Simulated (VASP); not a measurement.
Output of a VASP run:

OUTCAR:
```
 ion  position               nearest neighbor table
   1  0.223  0.110  0.249-  44 1.99  48 2.00  37 2.01  36 2.02
   2  0.112  0.222  0.003-  38 2.00  61 2.00  41 2.01  37 2.03
   3  0.223  0.111  0.752-  38 2.00  46 2.01  50 2.01  39 2.02
   4  0.111  0.220  0.501-  39 1.98  36 1.98  59 1.98  71 3.14
   5  0.224  0.445  0.254-  40 1.97  37 1.97  52 1.98  71 3.04
   6  0.111  0.555  0.003-  45 2.00  65 2.00  41 2.01  40 2.03
   7  0.221  0.444  0.754-  41 1.99  39 2.00  42 2.00  54 2.05
   8  0.112  0.558  0.501-  42 1.98  43 1.98  63 1.98  71 3.13
   9  0.223  0.779  0.249-  44 1.99  56 2.00  40 2.01  43 2.02
  10  0.111  0.889  1.000-  69 2.00  38 2.01  45 2.01  44 2.01
  11  0.223  0.778  0.751-  45 2.00  46 2.01  58 2.01  42 2.02
  12  0.111  0.889  0.501-  46 2.00  67 2.01  36 2.02  43 2.02
  13  0.557  0.111  0.249-  60 2.00  48 2.00  56 2.00  47 2.02
  14  0.445  0.223  1.000-  49 2.00  38 2.01  53 2.01  48 2.02
  15  0.556  0.111  0.752-  49 2.00  62 2.01  50 2.01  58 2.01
  16  0.445  0.220  0.502-  50 1.99  47 2.00  36 2.00  51 2.06
  17  0.557  0.444  0.249-  48 1.98  64 1.99  52 2.01  51 2.06
  18  0.445  0.556  0.002-  57 2.00  53 2.00  41 2.00  52 2.03
  19  0.556  0.444  0.749-  50 2.00  66 2.00  53 2.00  54 2.06
  20  0.557  0.779  0.249-  56 1.99  68 1.99  52 2.01  55 2.06
  21  0.445  0.889  1.000-  49 2.00  45 2.01  57 2.01  56 2.02
  22  0.556  0.778  0.749-  58 2.00  70 2.00  57 2.00  54 2.06
  23  0.445  0.891  0.502-  58 1.99  47 2.00  43 2.00  55 2.06
  24  0.888  0.111  0.250-  60 1.99  68 2.00  37 2.01  59 2.02
  25  0.778  0.222  1.000-  49 2.00  65 2.01  61 2.01  60 2.01
  26  0.889  0.111  0.751-  62 2.00  61 2.00  70 2.01  39 2.03
  27  0.778  0.222  0.503-  62 1.99  47 2.00  59 2.01  63 2.01
  28  0.888  0.443  0.250-  60 1.99  64 2.00  40 2.01  63 2.02
  29  0.778  0.555  0.000-  69 2.00  65 2.01  53 2.01  64 2.02
  30  0.889  0.445  0.751-  62 2.00  65 2.00  66 2.01  42 2.02
  31  0.779  0.557  0.501-  66 1.99  67 2.00  63 2.03  51 2.06
  32  0.890  0.778  0.249-  44 2.00  64 2.00  68 2.00  67 2.01
  33  0.778  0.889  0.000-  69 2.00  61 2.01  57 2.01  68 2.02
  34  0.890  0.778  0.751-  69 2.00  46 2.01  66 2.01  70 2.01
  35  0.778  0.888  0.501-  70 1.99  67 2.00  59 2.03  55 2.06
  36  0.223  0.113  0.440-   4 1.98  16 2.00   1 2.02  12 2.02
  37  0.114  0.226  0.195-   5 1.97  24 2.01   1 2.01   2 2.03
  38  0.222  0.112  0.941-   2 2.00   3 2.00  14 2.01  10 2.01
  39  0.113  0.224  0.687-   4 1.98   7 2.00   3 2.02  26 2.03
  40  0.113  0.554  0.195-   5 1.97   9 2.01  28 2.01   6 2.03
  41  0.223  0.445  0.941-   7 1.99  18 2.00   2 2.01   6 2.01
  42  0.113  0.555  0.687-   8 1.98   7 2.00  11 2.02  30 2.02
  43  0.223  0.777  0.440-   8 1.98  23 2.00   9 2.02  12 2.02
  44  0.112  0.889  0.190-   9 1.99   1 1.99  32 2.00  10 2.01
  45  0.222  0.776  0.941-   6 2.00  11 2.00  21 2.01  10 2.01
  46  0.112  0.889  0.690-  12 2.00  11 2.01   3 2.01  34 2.01
  47  0.557  0.112  0.439-  23 2.00  16 2.00  27 2.00  13 2.02
  48  0.445  0.223  0.190-  17 1.98   1 2.00  13 2.00  14 2.02
  49  0.556  0.111  0.941-  15 2.00  21 2.00  25 2.00  14 2.00
  50  0.445  0.222  0.690-  16 1.99  19 2.00   3 2.01  15 2.01
  51  0.548  0.450  0.443-  71 1.96  17 2.06  16 2.06  31 2.06
  52  0.444  0.555  0.194-   5 1.98  17 2.01  20 2.01  18 2.03
  53  0.555  0.446  0.938-  18 2.00  19 2.00  29 2.01  14 2.01
  54  0.441  0.554  0.677-  71 1.95   7 2.05  19 2.06  22 2.06
  55  0.548  0.765  0.443-  71 1.96  20 2.06  23 2.06  35 2.06
  56  0.445  0.889  0.190-  20 1.99   9 2.00  13 2.00  21 2.02
  57  0.555  0.776  0.938-  18 2.00  22 2.00  33 2.01  21 2.01
  58  0.445  0.889  0.690-  23 1.99  22 2.00  11 2.01  15 2.01
  59  0.891  0.112  0.441-   4 1.98  27 2.01  24 2.02  35 2.03
  60  0.779  0.222  0.190-  28 1.99  24 1.99  13 2.00  25 2.01
  61  0.891  0.111  0.941-   2 2.00  26 2.00  33 2.01  25 2.01
  62  0.779  0.223  0.691-  27 1.99  30 2.00  26 2.00  15 2.01
  63  0.892  0.445  0.441-   8 1.98  27 2.01  28 2.02  31 2.03
  64  0.778  0.555  0.191-  17 1.99  28 2.00  32 2.00  29 2.02
  65  0.891  0.446  0.940-   6 2.00  30 2.00  29 2.01  25 2.01
  66  0.778  0.556  0.689-  31 1.99  19 2.00  30 2.01  34 2.01
  67  0.889  0.778  0.439-  31 2.00  35 2.00  12 2.01  32 2.01
  68  0.778  0.889  0.191-  20 1.99  24 2.00  32 2.00  33 2.02
  69  0.889  0.778  0.940-  34 2.00  29 2.00  33 2.00  10 2.00
  70  0.778  0.889  0.689-  35 1.99  22 2.00  26 2.01  34 2.01
  71  0.422  0.544  0.493-  54 1.95  51 1.96  55 1.96   5 3.04   8 3.13   4 3.14
 Subroutine IBZKPT returns following result:
 Found      1 irreducible k-points:

 Following reciprocal coordinates:
            Coordinates               Weight
  0.000000  0.000000  0.000000      1.000000
   k-points           NKPTS =      1   k-points in BZ     NKDIM =      1   number of bands    NBANDS=    380
   number of dos      NEDOS =    301   number of ions     NIONS =     71
...
```

File OSZICAR:
```
       N       E                     dE             d eps       ncg     rms          rms(c)
DAV:   1    -0.314490701071E+03   -0.31449E+03   -0.13644E-05  1672   0.532E-02    0.808E-03
RMM:   2    -0.314490700483E+03    0.58826E-06   -0.70431E-06  1582   0.743E-03    0.203E-03
RMM:   3    -0.314490700483E+03   -0.43656E-09   -0.71120E-07  1076   0.188E-03    0.145E-03
RMM:   4    -0.314490700455E+03    0.28143E-07   -0.22704E-07  1006   0.114E-03
   1 F= -.31449070E+03 E0= -.31449070E+03  d E =-.322147E-11  mag=     1.0000
```

File OUTCAR:
```
------------------------ aborting loop because EDIFF is reached ----------------------------------------
  FORCE on cell =-STRESS in cart. coord.  units (eV):
  Direction    XX          YY          ZZ          XY          YZ          ZX
  --------------------------------------------------------------------------------------
  Total      -22.0056384    -21.2575890    -23.7301770      0.2037579      0.1395969     -0.2559568
  in kB      -39.5247927    -38.1812055    -42.6222731      0.3659739      0.2507329     -0.4597295
  external PRESSURE =     -40.1094238 kB  Pullay stress =       0.0000000 kB
  volume of cell :      892.02
      direct lattice vectors                 reciprocal lattice vectors
     4.932320695 -8.543031402  0.000000000     0.101372159 -0.058527234  0.000000000
     4.932320695  8.543031402  0.000000000     0.101372159  0.058527234  0.000000000
     0.000000000  0.000000000 10.584775419     0.000000000  0.000000000  0.094475316
 POSITION                                       TOTAL-FORCE (eV/Angst)
 -----------------------------------------------------------------------------------
      1.64697     -0.96539      2.63912        -0.001379     -0.004123     -0.004784
      1.64711      0.94725      0.02983         0.010725      0.004118      0.002045
      1.64495     -0.95477      7.95586        -0.001625     -0.002649      0.005771
      1.63302      0.92669      5.30171        -0.012280     -0.001458     -0.002384
      3.30062      1.89066      2.68725         0.013517     -0.010303      0.021741
      3.28975      3.79294      0.02929         0.000150     -0.013342      0.001883
      3.28038      1.90111      7.97669         0.006855     -0.007340     -0.000034
      3.30145      3.80895      5.29838        -0.001469      0.008341      0.004061
      4.94550      4.74930      2.63784         0.006769     -0.001640     -0.003260
      4.93167      6.64310     10.58130         0.007330     -0.006434     -0.003923
      4.93393      4.74393      7.95397         0.005080      0.001488      0.007200
      4.93188      6.64176      5.30361        -0.000916      0.001798     -0.000215
      3.29483     -3.80210      2.63496        -0.002103     -0.000781      0.002680
      3.29486     -1.89824     10.58285        -0.001266      0.005919     -0.005604
      3.29227     -3.80153      7.95604        -0.001634      0.003304     -0.004729
      3.28097     -1.91715      5.31314         0.014587     -0.001035     -0.004324
      4.93428     -0.96381      2.64083         0.006939      0.005295     -0.001732
      4.93610      0.94484      0.02477        -0.010493      0.008830      0.003125
      4.93492     -0.95435      7.92972         0.001673      0.007268      0.007088
      6.58931      1.90204      2.64016        -0.005229     -0.008470     -0.001143
      6.57765      3.78858     10.58133        -0.003923     -0.002818     -0.000109
      6.58088      1.89638      7.92929        -0.004332     -0.005423      0.007526
      6.58707      3.80977      5.31198         0.006234     -0.011245     -0.004212
      4.92986     -6.63914      2.64222        -0.006864     -0.001839     -0.009385
      4.93533     -4.74867     10.58120         0.008812     -0.009370     -0.001553
      4.93368     -6.64988      7.95266        -0.003168      0.003024      0.008491
      4.93622     -4.75011      5.32049        -0.015126      0.007737      0.001862
      6.56771     -3.80039      2.64352         0.001496      0.005408     -0.009834
      6.57526     -1.89867      0.00193        -0.002606     -0.000515     -0.004675
      6.58050     -3.79849      7.95136        -0.007160      0.001483      0.008701
      6.58825     -1.89154      5.30402        -0.006670      0.006812      0.002941
      8.22659     -0.95504      2.63952        -0.008160      0.008516     -0.000233
      8.21828      0.94801      0.00122         0.001718      0.000305     -0.003979
      8.22530     -0.95408      7.95387        -0.005361      0.005674     -0.000796
      8.21707      0.93208      5.30384        -0.008415      0.005100     -0.000915
      1.65713     -0.94314      4.65640         0.003114      0.001121     -0.009829
      1.67427      0.95995      2.06403         0.010050      0.000301      0.012408
      1.64778     -0.94045      9.95760        -0.000371     -0.005910     -0.000322
      1.66281      0.95256      7.27692         0.005314     -0.000219     -0.006483
      3.29173      3.76427      2.06366        -0.000754     -0.008976      0.008155
      3.29564      1.89211      9.96176        -0.001860      0.004078     -0.017621
      3.29145      3.77529      7.27427         0.007502     -0.000814     -0.001983
      4.93122      4.72763      4.65455        -0.005441      0.000062     -0.001470
      4.93631      6.64058      2.00962         0.010567     -0.001669      0.007122
      4.92425      4.73611      9.95607         0.002965     -0.002120      0.000456
      4.93609      6.64002      7.30064         0.004761     -0.002836     -0.001893
      3.29914     -3.80581      4.65157        -0.007135      0.012499      0.003119
      3.29852     -1.89855      2.01582        -0.001515      0.004435      0.007342
      3.28843     -3.79886      9.95524        -0.001035     -0.001494     -0.001474
      3.29088     -1.89879      7.30282         0.006522      0.005380     -0.007944
      4.92349     -0.83875      4.69305        -0.005669     -0.001759      0.001827
      4.92514      0.95210      2.04972        -0.007744      0.000474      0.003974
      4.93610     -0.93371      9.92905        -0.000913     -0.001948     -0.007964
      4.90975      0.96057      7.16075        -0.001251     -0.002775      0.009129
      6.47508      1.84803      4.69239        -0.008689     -0.000505      0.001863
      6.57988      3.78606      2.01494        -0.000840      0.000884      0.004457
...
```
(Selected blocks of OUTCAR.)

### POSCAR
```
GaZn35O35
1
    4.9323206951    -8.5430314022     0.0000000000
    4.9323206951     8.5430314022     0.0000000000
    0.0000000000     0.0000000000    10.5847754187
Zn O Ga
35 35 1
Direct
  0.2234588250   0.1104554359   0.2493317846
  0.1115306875   0.2224108742   0.0028178331
  0.2226326734   0.1108724273   0.7516326840
  0.1113060941   0.2197795513   0.5008804849
  0.2239360851   0.4452458309   0.2538787638
  0.1114989284   0.5554793482   0.0027671705
  0.2212723707   0.4438062341   0.7536000460
  0.1117474428   0.5576026086   0.5005658999
  0.2233726500   0.7792989162   0.2492112230
  0.1111320515   0.8887365805   0.9996712406
  0.2225134309   0.7778121580   0.7514541010
  0.1112319281   0.8886792008   0.5010603541
  0.5565298183   0.1114775818   0.2489388657
  0.4451054326   0.2229084755   0.9998182620
  0.5562375424   0.1112511828   0.7516493325
  0.4448039922   0.2203933680   0.5019609212
  0.5566078014   0.4437895125   0.2494934050
  0.4450838836   0.5556816250   0.0023397529
  0.5561191484   0.4444086255   0.7491627486
  0.5566508963   0.7792933114   0.2494303978
  0.4450558129   0.8885258206   0.9996745396
  0.5561275146   0.7781076364   0.7491222882
  0.4447704722   0.8907210260   0.5018512858
  0.8883214294   0.1111804310   0.2496245064
  0.7782315059   0.2223785694   0.9996620845
  0.8893368499   0.1109390573   0.7513305302
  0.7784057488   0.2223845822   0.5026551838
  0.8882090747   0.4433561579   0.2497475663
  0.7776722078   0.5554248595   0.0001818758
  0.8893941824   0.4447642118   0.7512074725
  0.7785717947   0.5571584123   0.5010988683
  0.8898427437   0.7780506831   0.2493693388
  0.7776204413   0.8885890093   0.0001148465
  0.8896562825   0.7779767929   0.7514445039
  0.7784301634   0.8875340169   0.5010823354
  0.2231863016   0.1127877347   0.4399144019
  0.1135409599   0.2259073897   0.1949998607
  0.2220808610   0.1119975235   0.9407475860
  0.1128116510   0.2243134001   0.6874896912
  0.1133769323   0.5540017540   0.1949644986
  0.2233463534   0.4448263239   0.9411403329
  0.1127040219   0.5546184309   0.6872386924
  0.2231936979   0.7765836930   0.4397404588
  0.1117497706   0.8890589781   0.1898599299
  0.2219907782   0.7763738735   0.9406032509
  0.1117598197   0.8890034304   0.6897305354
  0.5571847259   0.1116975194   0.4394588550
  0.4454950767   0.2232613334   0.1904452215
  0.5556924423   0.1110188389   0.9405241670
  0.4447345614   0.2224722634   0.6899358744
  0.5481946192   0.4500148661   0.4433775494
  0.4435483869   0.5549957718   0.1936482410
  0.5550308639   0.4457363764   0.9380505427
  0.4414923178   0.5539316333   0.6765140634
  0.5482320943   0.7645527766   0.4433152446
  0.4454284005   0.8886038965   0.1903620689
  0.5549673510   0.7755276652   0.9380069020
  0.4446831860   0.8885586038   0.6898016064
  0.8913975125   0.1124839168   0.4405904791
  0.7786195082   0.2224642164   0.1897250597
  0.8905839129   0.1114369505   0.9405556720
  0.7787705653   0.2225487351   0.6909882567
  0.8916657115   0.4453027233   0.4406279875
  0.7775829306   0.5549631586   0.1910310517
  0.8905796465   0.4455614402   0.9404691908
  0.7779630844   0.5556294402   0.6892262050
  0.8893014438   0.7777482924   0.4392327431
  0.7775929481   0.8888955183   0.1910006704
  0.8887203721   0.7775316446   0.9403227536
  0.7779920937   0.8886879484   0.6892248708
  0.4220441898   0.5442038235   0.4927959873
```

Problem. Write an INCAR and KPOINTS that could have produced this output.

Solution. One answer among several that fit: the input of the run itself, PBE GGA, plane waves, VASP's PBE PAW potentials (set 64).

KPOINTS:
```
Automatic mesh
0
Gamma
1 1 1
0 0 0
```

INCAR:
```
SYSTEM  =  GaZn35O35
PREC  =  Normal; ENCUT  =  400; LREAL  =  Auto
LASPH  =  T; ISYM  =  0
EDIFF  =  1E-6; NELM  =  100; NELMIN  =  4
ALGO  =  Fast; LMAXMIX  =  4
ISMEAR  =  0; SIGMA  =  0.05
GGA  =  PE
ISPIN  =  2; MAGMOM  =  71*0.0141; NUPDOWN  =  1
LWAVE  =  F; LCHARG  =  F; LORBIT  =  11
LHYPERFINE  =  T
```

POTCAR, in this order: Zn O Ga (PBE.64 set). Program: vasp_gam. Read from the step before: WAVECAR.

At this cut-off the stress carries a Pulay error, which pulls relaxed volumes low.  The supercell is sampled at Γ alone, which is coarse: total energies, pressure and levels can be off, energies of defects by several tenths of an eV.

The cell is a supercell with a defect, built from ZnO (wurtzite): Ga_Zn-vac_O.
